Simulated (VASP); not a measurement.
SiF: relaxation of cell and atoms with PBE

The system is SiF.

```
CELL_PARAMETERS angstrom
1.33868 0.77289 3.89659
-1.33868 0.77289 3.89659
0.00000 -1.54577 3.89659
ATOMIC_POSITIONS crystal
Si 0.50000 0.50000 0.50000
F 0.00000 0.00000 0.00000
```

The cell was built by a generator and needn't be a form met in nature.

```yaml
Program: VASP 6.6.1
Task: relaxation of cell and atoms
Functional: PBE
Potentials_or_basis: VASP PAW PBE potentials, release 64 (Si, F)
Cutoff: 600 eV
k_mesh: 9 × 9 × 9
Occupations: gaussian, width 0.1 eV
Spin: no spin polarisation
Dipole_correction: no
Further_INCAR_settings: ALGO = Fast; EDIFF = 1e-06; IBRION = 2; EDIFFG = -0.04; NSW = 90; ISIF = 3
```

```
Relaxed volume                         : 12.07 Å³/atom
Relaxed cell                           : a = 4.197 Å, b = 4.197 Å, c = 4.197 Å, α = 37.12°, β = 37.12°, γ = 37.12°
Space group after relaxing (to 0.05 Å) : R-3m (No. 166)
Energy gained by relaxing              : 0.2 meV/atom
Ionic steps                            : 2
Pressure after relaxing                : -0.2 GPa
Band gap on the k mesh                 : none (metal or under the smearing width)
```

Stress tensor (GPa, compression positive):
```
-0.19  0.00  0.00
 0.00 -0.19  0.00
 0.00  0.00 -0.10
```

The path:
```csv
step,energy change (eV),largest force (eV/Å),pressure (GPa),volume (Å³)
1,0.0000,0.0000,-0.22,24.19
2,-0.0003,0.0000,-0.16,24.13
```

Final structure:
```xyz
2
Lattice="1.3359 0.7713 3.9037 -1.3359 0.7713 3.9037 0.0000 -1.5425 3.9037" Properties=species:S:1:pos:R:3 pbc="T T T"
Si    0.0000    0.0000    5.8556
F     0.0000   -1.5425    3.9037
```

Levels at points of the mesh, in eV from the Fermi level:
```csv
k point,band 3,band 4,band 5,band 6,band 7,band 8
"(0.00, 0.00, 0.00)",-7.16,-3.22,-3.22,3.43,7.86,11.26
```

Wall time 67 s on 1 thread of AMD EPYC 7R13 Processor (Zen 3) (shared host), peak memory 0.18 GiB.

Caveat: an odd number of electrons without spin polarisation forces a metal; a magnetic or distorted state may lie lower.
